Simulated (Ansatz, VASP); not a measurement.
# Two plane-wave programs on SrRu2

```
Sr Ru
1.0
     4.05123    0.00000    0.00000
    -2.02561    3.50846    0.00000
     0.00000    0.00000    5.02255
Sr Ru
1 2
Direct
  0.00000 0.00000 0.50000
  0.33333 0.66667 0.96006
  0.66667 0.33333 0.03994
```

Alike in both runs: functional PBE; k mesh 6 × 6 × 4; occupations gaussian, width 0.1 eV; no spin polarisation.

Ansatz relaxed the structure, and its values are those at the end. VASP's run is a single point on that final structure, the one shown.

|  | VASP | Ansatz |
| --- | --- | --- |
| version | VASP 6.6.1 | Ansatz 0.2.0 |
| potentials or method | VASP PAW PBE potentials, release 64 (Sr_sv, Ru_pv) | scalar-relativistic, plane waves, PAW |
| plane-wave cutoff (eV) | 520 | 420 |
| valence electrons in the cell | 38 | 42 |

VASP gave:

| Property | Result |
| --- | --- |
| gap on the k mesh at the Fermi level (eV) | none |
| pressure (GPa) | 0.1 |
| rms of the force components (eV/Å) | 0.018 |

**Question.** Which values does Ansatz return?

**Answer.** gap on the k mesh at the Fermi level (eV): none; pressure (GPa): 0.0; rms of the force components (eV/Å): 0.016.

A gap of «none» marks a metal or a gap that the smearing closes. The functional is the same, so the differences come from potentials, cutoffs and numerics. The two sets of potentials don't hold the same shells in valence.
